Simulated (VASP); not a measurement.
# W2N (P-3m1) in VASP: notebook

Runs on W2N. Level: PBEsol. Tasks: single point.

All numbers are computed with VASP 6.6.1; they aren't measurements. Logs are shortened: lines on timing, memory, paths and dates and some standing lists are left out, and cuts for length are marked.

## 1. The crystal as given

Symmetry: P-3m1, No. 164, trigonal system. Conventional cell: a = 2.805 Å, b = 2.805 Å, c = 17.477 Å, α = 90.00°, β = 90.00°, γ = 120.00°. W (site symmetry 3m) is surrounded by 3 N at 2.08 Å. W (site symmetry 3m) has 1 N at 1.96 Å as nearest neighbours. W (site symmetry 3m) has 3 N at 2.17 Å as nearest neighbours. N (site symmetry -3m) has 6 W at 2.17 Å as nearest neighbours. N (site symmetry 3m) has 4 W at 1.96 to 2.08 Å as nearest neighbours.

The cell comes from a database or a generator and needn't be the stable form of this composition.

## 2. Single point, PBEsol

Contents of INCAR:

```
SYSTEM = W2N
PREC = Accurate
ENCUT = 700
EDIFF = 1E-7
ISMEAR = 0
SIGMA = 0.1
LREAL = .False.
LASPH = .True.
NELM = 80
ALGO = Normal
ISIF = 2
LWAVE = .False.
LCHARG = .True.
GGA = PS
LELF = .True.
LVHAR = .True.
```

Contents of KPOINTS:

```
regular mesh
0
Gamma
  12 12 2
  0 0 0
```

Contents of POSCAR:

```
W2N
1.0
    2.8047500000      0.0000000000      0.0000000000
   -1.4023700000      2.4289800000      0.0000000000
    0.0000000000      0.0000000000     17.4768300000
W N
6 3
Direct
    0.0000000000      0.0000000000      0.0758900000
    0.0000000000      0.0000000000      0.9241100000
    0.3333300000      0.6666700000      0.2626900000
    0.6666700000      0.3333300000      0.7373100000
    0.3333300000      0.6666700000      0.4174600000
    0.6666700000      0.3333300000      0.5825400000
    0.0000000000      0.0000000000      0.5000000000
    0.3333300000      0.6666700000      0.1507400000
    0.6666700000      0.3333300000      0.8492600000
```

Potentials or basis: VASP PAW PBE potentials, release 64 (W_sv, N).

The run is started by

```sh
cat potpaw_PBE.64/W_sv/POTCAR potpaw_PBE.64/N/POTCAR > POTCAR
mpirun -np 1 vasp_std > vasp.out
```

OUTCAR:

```text
SYSTEM = W2N
   PREC = Accurate
   ENCUT = 700
   EDIFF = 1E-7
   ISMEAR = 0
   LREAL = .False.
   LASPH = .True.
   NELM = 80
   ISIF = 2
   GGA = PS

 ion  position               nearest neighbor table
   1  0.000  0.000  0.076-   8 2.08   8 2.08   8 2.08   2 2.65
   2  0.000  0.000  0.924-   9 2.08   9 2.08   9 2.08   1 2.65
   3  0.333  0.667  0.263-   8 1.96   5 2.70
   4  0.667  0.333  0.737-   9 1.96   6 2.70
   5  0.333  0.667  0.417-   7 2.17   7 2.17   7 2.17   3 2.70   6 3.31   6 3.31   6 3.31
   6  0.667  0.333  0.583-   7 2.17   7 2.17   7 2.17   4 2.70   5 3.31   5 3.31   5 3.31
   7  0.000  0.000  0.500-   5 2.17   6 2.17   5 2.17   6 2.17   6 2.17   5 2.17
   8  0.333  0.667  0.151-   3 1.96   1 2.08   1 2.08   1 2.08
   9  0.667  0.333  0.849-   4 1.96   2 2.08   2 2.08   2 2.08

  LATTYP: Found a hexagonal cell.
 ALAT       =     2.8047500000
 C/A-ratio  =     6.2311542918

  Lattice vectors:

 A1 = (   2.8047500000,   0.0000000000,   0.0000000000)
 A2 = (  -1.4023700000,   2.4289800000,   0.0000000000)
 A3 = (   0.0000000000,   0.0000000000,  17.4768300000)

Analysis of symmetry for initial positions (statically):
=====================================================================
 Subroutine PRICEL returns:
 Original cell was already a primitive cell.

 Routine SETGRP: Setting up the symmetry group for a
 hexagonal supercell.

 Subroutine GETGRP returns: Found  4 space group operations
 (whereof  4 operations were pure point group operations)
 out of a pool of 24 trial point group operations.

The static configuration has the point symmetry C_2h.

Analysis of symmetry for dynamics (positions and initial velocities):
=====================================================================
 Subroutine PRICEL returns:
 Original cell was already a primitive cell.

 Routine SETGRP: Setting up the symmetry group for a
 hexagonal supercell.

 Subroutine GETGRP returns: Found  4 space group operations
 (whereof  4 operations were pure point group operations)
 out of a pool of 24 trial point group operations.

The dynamic configuration has the point symmetry C_2h.

 Subroutine INISYM returns: Found  4 space group operations
 (whereof  4 operations are pure point group operations),
 and found     1 'primitive' translations

----------------------------------------------------------------------------------------

                                     Primitive cell

  volume of cell :     119.0641
[... 111 lines left out ...]
   POTIM  = 0.5000    time-step for ionic-motion
   TEBEG  =    0.0;   TEEND  =   0.0 temperature during run
   PSTRESS=    0.0 pullay stress
   NELECT =      99.0000    total number of electrons
   NUPDOWN=      -1.0000    fix difference up-down
   EMIN   =  10.00;   EMAX   =-10.00  energy-range for DOS
   EFERMI =   0.00;   METHOD = LEGACY
   ISMEAR =     0;   SIGMA  =   0.10  broadening in eV -4-tet -1-fermi 0-gaus
   EFERMI_NEDOS =   21; number of points for ismear=-14 and -15
   IALGO  =     38    algorithm
   IMIX   =      4    mixing-type and parameters
     AMIX     =   0.40;   BMIX     =  1.00
     AMIX_MAG =   1.60;   BMIX_MAG =  1.00
  volume/ion in A,a.u.               =      13.23        89.28
  Fermi-wavevector in a.u.,A,eV,Ry     =   1.539429  2.909099 32.243650  2.369841
  Thomas-Fermi vector in A             =   2.645658
   LORBIT       =      0    0 simple, 1 ext, 2 COOP (PROOUT), +10 PAW based schemes
   GGA     = PS    functional components
   LHFCALC =     F    Hartree Fock is set to
   AEXX    =    0.0000 exact exchange contribution
   IVDW    =     0    specifies the selected vdW correction
   LEPSILON=     F    determine dielectric tensor
   LRPA    =     F    only Hartree local field effects (RPA)
 non-spin polarized calculation
 Gauss-broadening in eV      SIGMA  =   0.10
  energy-cutoff  :      700.00
  volume of cell :      119.06
 maximum number of plane-waves:      5070
   NGX = 13   NGY = 13   NGZ = 75

 number of electron      99.0000009 magnetization

 Free energy of the ion-electron system (eV)
  ---------------------------------------------------
  ext. energy  EPLUGINS =         0.00000000
  ---------------------------------------------------
  free energy    TOTEN  =      -104.69415428 eV

  energy without entropy =     -104.66308326  energy(sigma->0) =     -104.67861877

 E-fermi :  10.1179     XC(G=0): -13.3323

 val. band max:       10.1030853503   @ k =   0.3333  -0.0000   0.5000
 cond. band min:      10.1245164893   @ k =   0.4167   0.0833   0.5000
 fundamental gap:      0.0214311390
 Fermi energy:        10.1178693410

 k-point     1 :       0.0000    0.0000    0.0000
  band No.  band energies     occupation
      1     -64.2011      2.00000
      2     -64.1929      2.00000
      3     -64.0762      2.00000
      4     -64.0560      2.00000
      5     -64.0560      2.00000
      6     -64.0326      2.00000
[... 1477 lines left out ...]
     58      12.9494      0.00000
     59      13.4604      0.00000

 [... further k-points ...]

------------------------ aborting loop because EDIFF is reached ----------------------------------------

  FORCE on cell =-STRESS in cart. coord.  units (eV):
  Direction    XX          YY          ZZ          XY          YZ          ZX
  --------------------------------------------------------------------------------------
  -------------------------------------------------------------------------------------
  Total        0.0165018      0.0161145      0.0133766     -0.0003354     -0.0000191      0.0000330
  in kB        0.2220559      0.2168439      0.1800008     -0.0045126     -0.0002564      0.0004444
  external PRESSURE =       0.2063002 kB  Pullay stress =       0.0000000 kB

 VOLUME and BASIS-vectors are now :
 -----------------------------------------------------------------------------
  energy-cutoff  :      700.00
  volume of cell :      119.06
      direct lattice vectors                 reciprocal lattice vectors
     2.804750000  0.000000000  0.000000000     0.356538016  0.205846988  0.000000000
    -1.402370000  2.428980000  0.000000000     0.000000000  0.411695444  0.000000000
     0.000000000  0.000000000 17.476830000     0.000000000  0.000000000  0.057218615

 POSITION                                       TOTAL-FORCE (eV/Angst)
 -----------------------------------------------------------------------------------
      0.00000      0.00000      1.32632        -0.000143      0.000082     -0.007763
      0.00000      0.00000     16.15051         0.000143     -0.000082      0.007763
     -0.00001      1.61933      4.59099        -0.000005      0.000003     -0.001463
      1.40239      0.80965     12.88584         0.000005     -0.000003      0.001463
     -0.00001      1.61933      7.29588         0.000084     -0.000049     -0.001987
      1.40239      0.80965     10.18095        -0.000084      0.000049      0.001987
      0.00000      0.00000      8.73841        -0.000000      0.000000      0.000000
     -0.00001      1.61933      2.63446         0.000107     -0.000062      0.007376
      1.40239      0.80965     14.84237        -0.000107      0.000062     -0.007376
 -----------------------------------------------------------------------------------
    total drift:                                0.000000      0.000000      0.000000

  FREE ENERGIE OF THE ION-ELECTRON SYSTEM (eV)
  ---------------------------------------------------
  free  energy   TOTEN  =      -104.6941542771 eV

  energy  without entropy=     -104.6630832638  energy(sigma->0) =     -104.67861877
```

OSZICAR:

```text
N       E                     dE             d eps       ncg     rms          rms(c)
DAV:   1     0.153350781662E+04    0.15335E+04   -0.66393E+04 10148   0.237E+03
DAV:   2     0.282960632170E+02   -0.15052E+04   -0.14691E+04 10268   0.716E+02
DAV:   3    -0.106362980607E+03   -0.13466E+03   -0.12819E+03 11952   0.196E+02
DAV:   4    -0.114040410235E+03   -0.76774E+01   -0.71745E+01 12536   0.390E+01
[... 11 lines left out ...]
DAV:  16    -0.104694308983E+03    0.55518E-03   -0.14021E-03 12066   0.175E-01    0.170E-01
DAV:  17    -0.104694175083E+03    0.13390E-03   -0.52257E-04 13317   0.966E-02    0.706E-02
DAV:  18    -0.104694154949E+03    0.20134E-04   -0.11668E-04 13016   0.466E-02    0.208E-02
DAV:  19    -0.104694154319E+03    0.63003E-06   -0.88269E-06 12194   0.148E-02    0.355E-03
DAV:  20    -0.104694154277E+03    0.41511E-07   -0.94933E-07 11109   0.475E-03
   1 F= -.10469415E+03 E0= -.10467862E+03  d E =-.310710E-01
```

stdout:

```text
POSCAR found type information on POSCAR W N
 POSCAR found :  2 types and       9 ions
 scaLAPACK will be used
 -----------------------------------------------------------------------------
|                                                                             |
|                                                                             |
|     You enforced a specific xc type in the INCAR file but a different       |
|     I HOPE YOU KNOW WHAT YOU ARE DOING!                                     |
|                                                                             |
 -----------------------------------------------------------------------------

 LDA part: xc-table for (Slater+PW92), standard interpolation
 POSCAR, INCAR and KPOINTS ok, starting setup
 FFT: planning ... GRIDC
 FFT: planning ... GRID_SOFT
 FFT: planning ... GRID
 WAVECAR not read
 entering main loop
```

Wall time 9.6 min (1 thread of Intel Xeon 6975P-C (Granite Rapids), shared host); peak memory 0.74 GiB.

Results:

| Item | Value |
| --- | --- |
| Free energy | -104.6942 eV |
| Pressure | 0.0 GPa |
| Largest force | 0.008 eV/Å |
| Band gap on the k mesh | none (metal or under the smearing width) |

Forces on the atoms (eV/Å):
```
W    0.000  0.000 -0.008
W    0.000  0.000  0.008
W    0.000  0.000 -0.001
W    0.000  0.000  0.001
W    0.000  0.000 -0.002
W    0.000  0.000  0.002
N    0.000  0.000  0.000
N    0.000  0.000  0.007
N    0.000  0.000 -0.007
```

Caveat: the PAW data sets were made with another functional, which shifts forces and pressure a little.

## 3. Single point, PBEsol

INCAR: that of step 2 with these lines changed.

```diff
@@ -2,6 +2,6 @@
 PREC = Accurate
-ENCUT = 700
+ENCUT = 520
 EDIFF = 1E-7
 ISMEAR = 0
-SIGMA = 0.1
+SIGMA = 0.5
 LREAL = .False.
```

KPOINTS is that of step 2.

POSCAR is that of step 2.

Potentials or basis: VASP PAW PBE potentials, release 64 (W_sv, N).

The run is started by

```sh
cat potpaw_PBE.64/W_sv/POTCAR potpaw_PBE.64/N/POTCAR > POTCAR
mpirun -np 1 vasp_std > vasp.out
```

Wall time 7.8 min (1 thread of Intel Xeon 6975P-C (Granite Rapids), shared host); peak memory 0.57 GiB.

Results (log left out):

| Quantity | Value |
| --- | --- |
| Free energy | -105.0448 eV |
| Pressure | 0.7 GPa |
| Largest force | 0.108 eV/Å |
| Band gap on the k mesh | none (metal or under the smearing width) |

Forces on the atoms (eV/Å):
```
W    0.000  0.000  0.046
W    0.000  0.000 -0.046
W    0.000  0.000 -0.021
W    0.000  0.000  0.021
W    0.000  0.000  0.088
W    0.000  0.000 -0.088
N    0.000  0.000  0.000
N    0.000  0.000 -0.108
N    0.000  0.000  0.108
```

Stress tensor (GPa, compression positive):
```
0.77 0.00 0.00
0.00 0.77 0.00
0.00 0.00 0.62
```

Levels at points of the mesh, in eV from the Fermi level:
| k point | band 47 | band 48 | band 49 | band 50 | band 51 | band 52 | band 53 | band 54 |
| --- | --- | --- | --- | --- | --- | --- | --- | --- |
| (0.00, 0.00, 0.00) | -0.71 | -0.43 | -0.43 | -0.37 | -0.37 | 0.44 | 0.44 | 0.46 |
| (0.50, 0.00, 0.00) | -0.56 | 0.54 | 0.69 | 0.90 | 1.05 | 1.09 | 2.43 | 2.55 |
| (0.50, 0.50, 0.00) | -0.56 | 0.54 | 0.69 | 0.90 | 1.05 | 1.09 | 2.43 | 2.55 |
| (0.00, 0.00, 0.50) | -0.82 | -0.43 | -0.43 | -0.37 | -0.37 | 0.44 | 0.44 | 0.46 |
| (0.50, 0.00, 0.50) | -0.39 | 0.43 | 0.58 | 0.71 | 1.17 | 1.38 | 2.03 | 2.63 |
| (0.50, 0.50, 0.50) | -0.39 | 0.43 | 0.58 | 0.71 | 1.17 | 1.38 | 2.03 | 2.63 |

Caveat: the PAW data sets were made with another functional, which shifts forces and pressure a little.
